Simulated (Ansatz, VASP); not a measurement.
## Two plane-wave programs on ZnHgO2

```
CELL_PARAMETERS angstrom
4.00922 0.00000 0.00000
0.00000 4.00922 0.00000
0.00000 0.00000 3.30459
ATOMIC_POSITIONS crystal
Zn 0.00000 0.00000 0.00000
Hg 0.50000 0.50000 0.50000
O 0.50000 0.00000 0.00000
O 0.00000 0.50000 0.00000
```

The cell was built by a generator and needn't be a form met in nature.

Alike in both runs: task relaxation of cell and atoms; functional PBE; k mesh 5 × 5 × 6; occupations fermi-dirac, width 0.05 eV; no spin polarisation.

```csv
,VASP,Ansatz
version,VASP 6.6.1,Ansatz 0.2.0
potentials or method,"VASP PAW PBE potentials, release 64 (Zn, Hg, O)",Ansatz PAW
plane-wave cutoff (eV),900,420
valence electrons in the cell,36,44
```

VASP gave:

* gap on the k mesh at the Fermi level, each at its own relaxed structure (eV): none
* relaxed volume (Å³/atom): 13.39
* relaxed cell length with the largest relative difference (Å): 4.022

Question: What did Ansatz give for the same quantities?

Answer: gap on the k mesh at the Fermi level, each at its own relaxed structure (eV): none; relaxed volume (Å³/atom): 13.29; relaxed cell length with the largest relative difference (Å): 4.010.

A gap of «none» marks a metal or a gap that the smearing closes. The two sets of potentials don't hold the same shells in valence.

Caveats: the plane-wave basis is chosen anew once the cell has moved, so the energies of steps on either side of that aren't comparable (Ansatz); the pressure holds a Pulay correction of +0.6 GPa for the finite cutoff (Ansatz). Spin-orbit coupling is left out, which matters for the levels of Hg.
